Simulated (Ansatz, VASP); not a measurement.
**TaSnO3 in two plane-wave programs**

Aim: how closely do two programs agree when they are given the same cell, functional and k mesh? The cell is taken from a series of runs on this material, whose earlier steps may have relaxed, scaled, displaced or heated it; both programs get it as it stands.

Calculated with Ansatz 0.2.0; plane waves, with VASP 6.6.1 beside it; relaxation of cell and atoms at PBEsol.

## (1) The structure

It takes space group Pm-3m (No. 221, cubic). The conventional cell has a = 4.024 Å, b = 4.024 Å, c = 4.024 Å, α = 90.00°, β = 90.00°, γ = 90.00°. Nearest to Ta lie 6 O at 2.01 Å. Nearest to Sn lie 12 O at 2.85 Å. O has 2 Ta at 2.01 Å nearest. Farther neighbours and most contacts between anions are not listed.

## (2) VASP: relaxation of cell and atoms, PBEsol, pair 1

The relaxed volume is the usual yardstick between codes: in a stiff, nearly cubic crystal its relative difference is about their pressure difference at one cell divided by the bulk modulus.

Lines of VASP's logs that name or quote its potential files are left out, and so is its time.

File INCAR:

```
SYSTEM = TaSnO3
PREC = Accurate
ENCUT = 600
EDIFF = 1E-07
NELM = 120
ISMEAR = 1
SIGMA = 0.2
LREAL = .FALSE.
ALGO = Normal
GGA = PS
NBANDS = 27
LASPH = .TRUE.
LORBIT = 11
LWAVE = .FALSE.
LCHARG = .FALSE.
ISIF = 3
IBRION = 2
NSW = 80
EDIFFG = -0.005
GGA_COMPAT = .FALSE.
NELMIN = 4
KPAR = 2
```

File POSCAR:

```
TaSnO3
1.0
    4.0239780000      0.0000000000      0.0000000000
    0.0000000000      4.0239780000      0.0000000000
    0.0000000000      0.0000000000      4.0239780000
Ta Sn O
1 1 3
Direct
    0.5000000000      0.5000000000      0.5000000000
    0.0000000000      0.0000000000      0.0000000000
    0.0000000000      0.5000000000      0.5000000000
    0.5000000000      0.0000000000      0.5000000000
    0.5000000000      0.5000000000      0.0000000000
```

File KPOINTS:

```
Automatic mesh
0
Gamma
12 12 12
0 0 0
```

Potentials, in the order of the species: Ta_pv, Sn_d and O (PBE family, release 64).

Started as:

```console
$ mpirun -np 2 vasp_std
```

Numbers of over 12 decimals in the logs are rounded to 6 here.

Log:

```text
[banner, memory and clock lines left out]
running    2 mpi-ranks, on    1 nodes
 distrk:  each k-point on    1 cores,    2 groups
 distr:  one band on    1 cores,    1 groups

 POSCAR found type information on POSCAR TaSnO
 POSCAR found :  3 types and       5 ions
|                                                                             |
|               ----> ADVICE to this user running VASP <----                  |
|                                                                             |
|     You enforced a specific xc type in the INCAR file but a different       |
|     [... a line on the potential file left out ...]
|     I HOPE YOU KNOW WHAT YOU ARE DOING!                                     |
|                                                                             |

 LDA part: xc-table for (Slater+PW92), standard interpolation
 POSCAR, INCAR and KPOINTS ok, starting setup
 FFT: planning ... GRIDC
 FFT: planning ... GRID_SOFT
 FFT: planning ... GRID
 WAVECAR not read
 entering main loop
       N       E                     dE             d eps       ncg     rms          rms(c)
DAV:   1     0.524536344311E+03    0.52454E+03   -0.24141E+04  4663   0.231E+03
DAV:   2     0.199730422732E+02   -0.50456E+03   -0.48949E+03  4935   0.611E+02
DAV:   3    -0.457798886591E+02   -0.65753E+02   -0.64406E+02  5254   0.183E+02
DAV:   4    -0.489043987246E+02   -0.31245E+01   -0.30659E+01  5448   0.406E+01
DAV:   5    -0.489848978042E+02   -0.80499E-01   -0.79875E-01  5497   0.669E+00    0.317E+01
DAV:   6    -0.431019353890E+02    0.58830E+01   -0.41782E+01  5603   0.439E+01    0.133E+01
DAV:   7    -0.425751198232E+02    0.52682E+00   -0.38683E+00  4870   0.125E+01    0.979E+00
DAV:   8    -0.424809832760E+02    0.94137E-01   -0.28591E-01  4895   0.473E+00    0.429E-01
DAV:   9    -0.424803561907E+02    0.62709E-03   -0.29349E-02  5577   0.108E+00    0.173E-01
DAV:  10    -0.424804339778E+02   -0.77787E-04   -0.27071E-03  5362   0.654E-01    0.637E-02
DAV:  11    -0.424804080617E+02    0.25916E-04   -0.22466E-04  5399   0.146E-01    0.248E-02
DAV:  12    -0.424804028441E+02    0.52176E-05   -0.83683E-05  5496   0.935E-02    0.152E-02
DAV:  13    -0.424804036914E+02   -0.84733E-06   -0.68283E-06  5779   0.256E-02    0.464E-03
DAV:  14    -0.424804034986E+02    0.19277E-06   -0.10800E-06  5208   0.111E-02    0.192E-03
DAV:  15    -0.424804034149E+02    0.83759E-07   -0.60985E-08  2493   0.311E-03
   1 F= -.42480403E+02 E0= -.42477318E+02  d E =-.424804E+02
 curvature:   0.00 expect dE= 0.000E+00 dE for cont linesearch  0.000E+00
 trial: gam= 0.00000 g(F)=  0.000E+00 g(S)=  0.120E-02 ort = 0.000E+00 (trialstep = 0.100E+01)
 search vector abs. value=  0.120E-02
 bond charge predicted
       N       E                     dE             d eps       ncg     rms          rms(c)
DAV:   1    -0.424915362403E+02   -0.11133E-01   -0.28259E-01  5979   0.587E+00    0.859E-01
DAV:   2    -0.424816731013E+02    0.98631E-02   -0.30022E-02  4599   0.140E+00    0.329E-01
DAV:   3    -0.424803851626E+02    0.12879E-02   -0.27927E-03  5146   0.694E-01    0.119E-01
DAV:   4    -0.424801542120E+02    0.23095E-03   -0.81758E-04  5861   0.311E-01    0.163E-02
DAV:   5    -0.424801383863E+02    0.15826E-04   -0.47707E-05  4869   0.578E-02    0.103E-02
DAV:   6    -0.424801308622E+02    0.75241E-05   -0.92826E-06  4659   0.273E-02    0.510E-03
DAV:   7    -0.424801306790E+02    0.18317E-06   -0.90702E-07  5643   0.931E-03    0.392E-03
DAV:   8    -0.424801299612E+02    0.71782E-06   -0.21556E-07  3536   0.380E-03    0.268E-04
DAV:   9    -0.424801299600E+02    0.12487E-08   -0.30357E-08  2286   0.194E-03
   2 F= -.42480130E+02 E0= -.42477055E+02  d E =0.273455E-03
 trial-energy change:    0.000273  1 .order    0.000261   -0.001199    0.001721
 step:   0.4045(harm=  0.4105)  dis= 0.00000  next Energy=   -42.480645 (dE=-0.242E-03)
 bond charge predicted
       N       E                     dE             d eps       ncg     rms          rms(c)
DAV:   1    -0.424846833173E+02   -0.45534E-02   -0.99823E-02  5973   0.346E+00    0.512E-01
DAV:   2    -0.424811797562E+02    0.35036E-02   -0.10668E-02  4618   0.832E-01    0.196E-01
DAV:   3    -0.424807226686E+02    0.45709E-03   -0.99986E-04  5132   0.420E-01    0.699E-02
DAV:   4    -0.424806463015E+02    0.76367E-04   -0.28419E-04  5874   0.184E-01    0.989E-03
DAV:   5    -0.424806436936E+02    0.26079E-05   -0.16546E-05  4840   0.336E-02    0.628E-03
DAV:   6    -0.424806437106E+02   -0.17038E-07   -0.34790E-06  4685   0.168E-02    0.303E-03
DAV:   7    -0.424806437078E+02    0.27776E-08   -0.28270E-07  3501   0.539E-03
   3 F= -.42480644E+02 E0= -.42477562E+02  d E =-.240293E-03
 curvature:  -0.21 expect dE=-0.264E-07 dE for cont linesearch -0.264E-07
 trial: gam=-0.01025 g(F)=  0.106E-65 g(S)=  0.129E-06 ort = 0.124E-04 (trialstep = 0.881E+00)
 search vector abs. value=  0.114E-09
 reached required accuracy - stopping structural energy minimisation
```

Parts of OUTCAR (step 2):

```text
ion  position               nearest neighbor table
   1  0.500  0.500  0.500-   3 2.01   4 2.01   5 2.01   5 2.01   4 2.01   3 2.01   2 3.48   2 3.48
                             2 3.48   2 3.48   2 3.48   2 3.48   2 3.48   2 3.48
   2  0.000  0.000  0.000-   3 2.85   4 2.85   5 2.85   3 2.85   4 2.85   3 2.85   5 2.85   3 2.85
                             4 2.85   5 2.85   4 2.85   5 2.85   1 3.48   1 3.48   1 3.48   1 3.48
   3  0.000  0.500  0.500-   1 2.01   1 2.01   2 2.85   2 2.85   2 2.85   2 2.85
   4  0.500  0.000  0.500-   1 2.01   1 2.01   2 2.85   2 2.85   2 2.85   2 2.85
   5  0.500  0.500  0.000-   1 2.01   1 2.01   2 2.85   2 2.85   2 2.85   2 2.85

  LATTYP: Found a simple cubic cell.
 ALAT       =     4.0239780000

 Subroutine GETGRP returns: Found 48 space group operations
 (whereof 48 operations were pure point group operations)

The static configuration has the point symmetry O_h .

 Found     84 irreducible k-points:

   k-points           NKPTS =     84   k-points in BZ     NKDIM =     84   number of bands    NBANDS=     27

   dimension x,y,z NGX =    32 NGY =   32 NGZ =   32
   dimension x,y,z NGXF=    64 NGYF=   64 NGZF=   64

   ENCUT  =  600.0 eV  44.10 Ry    6.64 a.u.   8.04  8.04  8.04*2*pi/ulx,y,z

   NELECT =      43.0000    total number of electrons

 k-points in reciprocal lattice and weights: Automatic mesh
   0.00000000  0.00000000  0.00000000       0.001
   0.08333333  0.00000000  0.00000000       0.003
   0.16666667  0.00000000  0.00000000       0.003
   0.25000000  0.00000000  0.00000000       0.003
   0.33333333  0.00000000  0.00000000       0.003
   0.41666667  0.00000000  0.00000000       0.003
   0.50000000  0.00000000  0.00000000       0.002
   0.08333333  0.08333333  0.00000000       0.007
   0.16666667  0.08333333  0.00000000       0.014
[...]
0.50000000  0.50000000  0.41666667       0.003
   0.50000000  0.50000000  0.50000000       0.001

 average (electrostatic) potential at core
       1 -36.6190       2-100.5212       3 -69.2718       4 -69.2718       5 -69.2718

 E-fermi :   7.8697

 k-point     1 :       0.0000    0.0000    0.0000
  band No.  band energies     occupation
    ...
     20       3.5365      2.00000
     21       3.5365      2.00000
     22       7.1071      2.00000
     23       7.1071      2.00000
     24       7.1071      2.00000
     25      11.2996     -0.00000
     26      11.2996     -0.00000
     27      11.2996     -0.00000

 k-point     2 :       0.0833    0.0000    0.0000
  band No.  band energies     occupation
    ...
     20       3.5085      2.00000
     21       3.5085      2.00000
     22       7.1127      2.00000
     23       7.3027      2.00046
     24       7.3027      2.00046
     25      10.8449     -0.00000
     26      11.2485     -0.00000
     27      11.2485     -0.00000

 k-point     3 :       0.1667    0.0000    0.0000
  band No.  band energies     occupation
    ...
     20       3.4839      2.00000
     21       3.4839      2.00000
     22       7.1280      2.00000
     23       7.7999      1.55320
     24       7.7999      1.55320
     25       9.9828     -0.00000
     26      11.1166     -0.00000
     27      11.1166     -0.00000

  Total        0.0021074      0.0021074      0.0021074      0.0000000      0.0000000      0.0000000
  in kB        0.0516961      0.0516961      0.0516961      0.0000000      0.0000000      0.0000000
  external PRESSURE =       0.0516961 kB  Pullay stress =       0.0000000 kB

  energy-cutoff  :      600.00
  volume of cell :       65.31
      direct lattice vectors                 reciprocal lattice vectors
     4.027173338 -0.000000000  0.000000000     0.248313126  0.000000000  0.000000000
    -0.000000000  4.027173338 -0.000000000     0.000000000  0.248313126  0.000000000
    -0.000000000 -0.000000000  4.027173338    -0.000000000  0.000000000  0.248313126

 POSITION                                       TOTAL-FORCE (eV/Angst)
 -----------------------------------------------------------------------------------
      2.01359      2.01359      2.01359         0.000000     -0.000000      0.000000
      0.00000      0.00000      0.00000        -0.000000      0.000000      0.000000
     -0.00000      2.01359      2.01359         0.000000     -0.000000      0.000000
      2.01359     -0.00000      2.01359        -0.000000     -0.000000      0.000000
      2.01359      2.01359     -0.00000        -0.000000      0.000000      0.000000
 -----------------------------------------------------------------------------------
    total drift:                                0.000000     -0.000000     -0.000000

  FREE ENERGIE OF THE ION-ELECTRON SYSTEM (eV)
  ---------------------------------------------------
  free  energy   TOTEN  =       -42.4806437078 eV

  energy  without entropy=      -42.4713984447  energy(sigma->0) =      -42.47756195

 reached required accuracy - stopping structural energy minimisation

 total charge
# of ion       s       p       d       tot
------------------------------------------
    1        0.324   6.320   2.216   8.860
    2        1.460   0.485   9.987  11.933
    3        1.567   3.446   0.000   5.014
    4        1.567   3.446   0.000   5.014
    5        1.567   3.446   0.000   5.014
--------------------------------------------------
tot          6.486  17.144  12.203  35.833

[... 3 further parts left out ...]
```

CONTCAR:

```
TaSnO3
   1.00000000000000
     4.0271733382701429   -0.0000000000000000    0.0000000000000000
    -0.0000000000000000    4.0271733382701429   -0.0000000000000000
    -0.0000000000000000   -0.0000000000000000    4.0271733382701429
  Ta              Sn              O
     1     1     3
Direct
     0.5000000000000000    0.5000000000000000    0.5000000000000000
     0.0000000000000000    0.0000000000000000    0.0000000000000000
     0.0000000000000000    0.5000000000000000    0.5000000000000000
     0.5000000000000000    0.0000000000000000    0.5000000000000000
     0.5000000000000000    0.5000000000000000    0.0000000000000000
```

(Continued in part 2 of 3.)

[Lines on the potential files, build, host, timing and source positions are cut from VASP's logs without a mark.]

[Logs are printed without paths, hosts, clocks, repeated set-up lines and the standing remarks that a program may print on its own settings, such as how far it seeks lower states.]

[Hosts, paths, dates, database ids (printed as entryN), source tags and the programs' standing remarks are cut or masked in the printed files.]
